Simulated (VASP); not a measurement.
The system is SiC.

```
Si C
1.0
     3.07600    0.00000    0.00000
    -1.53800    2.66389    0.00000
     0.00000    0.00000    5.04800
Si C
2 2
Direct
  0.33333 0.66667 0.00000
  0.66667 0.33333 0.50000
  0.33333 0.66667 0.38500
  0.66667 0.33333 0.88500
```

```yaml
Program: VASP 6.6.1
Task: relaxation of cell and atoms
Functional: PBE
Potentials_or_basis: VASP PAW PBE potentials, release 64 (Si, C_h)
Cutoff: 900 eV
k_mesh: 12 × 12 × 6
Occupations: gaussian, width 0.02 eV
Spin: no spin polarisation
```

At the start: pressure 3.4 GPa; volume 10.34 Å³/atom.

**Question.** How do energy, volume and symmetry change on relaxing?

**Answer.** Over 7 steps the energy falls by 10.5 meV/atom and the volume is 10.49 Å³/atom (+1.4 %); space group P6_3mc (No. 186, to 0.05 Å).

Step by step:
```tsv
step	energy change (eV)	largest force (eV/Å)	pressure (GPa)	volume (Å³)
1	0.0000	0.7525	3.45	41.36
2	-0.0029	0.6275	-3.44	42.71
3	-0.0388	0.0851	-0.48	42.05
4	-0.0419	0.0280	0.09	41.94
5	-0.0419	0.0131	0.02	41.96
6	-0.0419	0.0121	-0.02	41.96
7	-0.0420	0.0000	0.00	41.96
```

Final structure:
```xyz
4
Lattice="3.0907 0.0000 0.0000 -1.5453 2.6766 0.0000 0.0000 0.0000 5.0723" Properties=species:S:1:pos:R:3 pbc="T T T"
Si    0.0000    1.7844    0.0232
Si    1.5453    0.8922    2.5594
C     0.0000    1.7844    1.9296
C     1.5453    0.8922    4.4657
```

Caveat: the cutoff is under 1.25 times the usual one of these potentials, so pressure, stress and relaxed cells hold a basis-set (Pulay) error.
